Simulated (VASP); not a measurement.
Computed with LDA (Ceperley-Alder, Perdew-Zunger), VASP's LDA PAW potentials (set 64) (plane waves; VASP 6.6.1).

Gaps are without spin-orbit coupling.

Task: Order these relaxed crystals by band gap, smallest first: NaH, Fm-3m (225); AgI, F-43m (216); BaO2, I4/mmm (139); ZnCdTe2, R3m (160).

Result: ZnCdTe2, R3m (160) (0.74 eV), AgI, F-43m (216) (1.09 eV), BaO2, I4/mmm (139) (1.87 eV), NaH, Fm-3m (225) (3.57 eV)
